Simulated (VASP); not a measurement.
Set up this calculation in VASP 6.6.1, as the native input.

```
Task                   : single point
Functional             : LDA
Potentials or basis    : VASP PAW LDA potentials, release 64 (Zr_sv, C)
Cutoff                 : 520 eV
k mesh                 : 16 × 16 × 16
Occupations            : fermi-dirac, width 0.15 eV
Spin                   : no spin polarisation
Dipole correction      : no
Further INCAR settings : ALGO = Fast; EDIFF = 1e-06; NBANDS = 15
```

The structure of ZrC lies in POSCAR:

```
ZrC
1.0
    0.0000000000      2.2165000000      2.2165000000
    2.2165000000      0.0000000000      2.2165000000
    2.2165000000      2.2165000000      0.0000000000
Zr C
1 1
Direct
    0.0000000000      0.0000000000      0.0000000000
    0.5000000000      0.5000000000      0.5000000000
```

The cell was built by a generator and isn't the measured one.

One way to write it, as run:

INCAR

```
ALGO = Fast
EDIFF = 1E-6
ENCUT = 520
GGA = CA
ISIF = 2
ISMEAR = -1
LASPH = T
LCHARG = F
LREAL = F
LWAVE = F
NBANDS = 15
NELM = 100
PREC = Accurate
SIGMA = 0.15
```

KPOINTS

```
k-points
0
Gamma
  16 16 16
```

Potentials or basis: VASP PAW LDA potentials, release 64 (Zr_sv, C).

Command:

```console
$ cat potpaw_LDA.64/Zr_sv/POTCAR potpaw_LDA.64/C/POTCAR > POTCAR
$ mpirun -np 1 vasp_std > vasp.out
```

Results of the run:

| Item | Value |
| --- | --- |
| Pressure | 45.8 GPa |
| Band gap on the k mesh | none (metal or under the smearing width) |

Caveat: a pressure of tens of GPa on the cell as given is suspect, and the run, the potentials or the cell itself is likely at fault.

Wall time 32 s on 1 thread of AMD EPYC 9R45 96-Core Processor (Zen 5), with other jobs on the host, peak memory 0.13 GiB.
